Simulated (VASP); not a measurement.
Na:

```xyz
1
Lattice="-1.8883 1.8883 2.6373 1.8883 -1.8883 2.6373 1.8883 1.8883 -2.6373" Properties=species:S:1:pos:R:3 pbc="T T T"
Na    0.0000    0.0000    0.0000
```

This isn't the form of Na at room conditions, which is bcc.

```yaml
Program: VASP 6.6.1
Task: relaxation of cell and atoms
Functional: LDA
Potentials_or_basis: VASP PAW LDA potentials, release 64 (Na_pv)
Cutoff: 600 eV
k_mesh: 16 × 16 × 16
Occupations: gaussian, width 0.1 eV
Spin: no spin polarisation
```

At the start: pressure -0.9 GPa; volume 37.61 Å³/atom.

How do energy, volume and symmetry change on relaxing?

Over 11 steps the energy falls by 13.4 meV/atom and the volume is 33.28 Å³/atom (-11.5 %); space group I4/mmm (No. 139, to 0.05 Å).

Step by step:
```csv
step,energy change (eV),largest force (eV/Å),pressure (GPa),volume (Å³)
1,0.0000,0.0000,-0.87,37.61
2,-0.0056,0.0000,-0.81,36.51
3,-0.0134,0.0000,-0.04,33.34
4,-0.0134,0.0000,0.10,33.18
5,-0.0134,0.0000,-0.11,33.34
6,-0.0134,0.0000,0.03,33.26
7,-0.0134,0.0000,-0.02,33.28
8,-0.0134,0.0000,-0.05,33.27
9,-0.0134,0.0000,0.03,33.27
10,-0.0134,0.0000,0.02,33.27
11,-0.0134,0.0000,0.00,33.28
```

Final structure:
```
Na
1.0
    -1.81095    1.81095    2.53658
     1.81095   -1.81095    2.53658
     1.81095    1.81095   -2.53658
Na
1
Direct
  0.00000 0.00000 0.00000
```
